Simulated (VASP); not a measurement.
```
CaRbH3
1.0
    4.50603     0.00000     0.00000
    0.00000     4.50603     0.00000
    0.00000     0.00000     4.50603
Rb Ca H
1 1 3
Direct
  0.00000   0.00000   0.00000
  0.50000   0.50000   0.50000
  0.50000   0.00000   0.50000
  0.00000   0.50000   0.50000
  0.50000   0.50000   0.00000
```

These are r2SCAN meta-GGA, VASP's PBE PAW potentials (set 64) (plane waves; VASP) values and carry that method's errors. Numerical set-up: 400 eV cut-off, 6×6×6 Γ-centred mesh, tetrahedra with Blöchl corrections, potentials Rb_sv Ca_sv H.

Q: Give the energies of bands 9 to 14 at the high-symmetry points, in eV from the valence-band maximum.

A: 
| band | Γ | X | M | R |
|---|---|---|---|---|
| 9 | -2.73 | -1.48 | -1.14 | -0.20 |
| 10 | -0.39 | -0.65 | 0.00 | -0.20 |
| 11 | -0.39 | -0.16 | 0.00 | -0.20 |
| 12 | 6.92 | 6.37 | 3.76 | 5.05 |
| 13 | 6.92 | 6.37 | 5.72 | 5.05 |
| 14 | 6.92 | 6.49 | 5.72 | 5.05 |

The gap is direct, 3.76 eV, from the valence maximum at M to the conduction minimum at M.

The structure comes from a computed database's RbCaH3 entry (Pm-3m); how it stands against other phases isn't given here. It was relaxed first.
